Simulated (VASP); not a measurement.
BiTe under changes of volume

One of the cells (34.532 Å³/atom); the others are scaled copies at fixed shape and fractional positions:

```xyz
2
Lattice="0.0000 3.2564 3.2564 3.2564 0.0000 3.2564 3.2564 3.2564 0.0000" Properties=species:S:1:pos:R:3 pbc="T T T"
Bi    0.0000    0.0000    0.0000
Te    3.2564    3.2564    3.2564
```

```yaml
Program: VASP 6.6.1
Functional: PBE
Potentials_or_basis: VASP PAW PBE potentials, release 64 (Bi_d, Te)
Cutoff: 520 eV
k_mesh: 7 × 7 × 7
Occupations: fermi-dirac, width 0.05 eV
Spin: no spin polarisation
```

| volume (Å³/atom) | energy over the lowest point (meV/atom) | pressure (GPa) |
| --- | --- | --- |
| 31.824 | 34.87 | 4.5 |
| 32.501 | 18.78 | 3.1 |
| 33.178 | ? | ? |
| 34.532 | 0.00 | -0.1 |
| 35.209 | 1.95 | -1.0 |
| 35.886 | 7.35 | -1.7 |

**Question.** What does the run at 33.178 Å³/atom give?

**Answer.** Energy over the lowest point 7.95 meV/atom; pressure 1.9 GPa.

Worked out: A Birch-Murnaghan fit of order 3 (a polynomial in V^(-2/3)) to the other rows has its minimum at 34.51 Å³/atom with B0 = V·E''(V) = 46 GPa and B' = 4.4. It gives 7.95 meV/atom at 33.178 Å³/atom, against the run's 7.95, and -dE/dV = 2.0 GPa, against 1.9.

Energies are extrapolated to zero smearing.
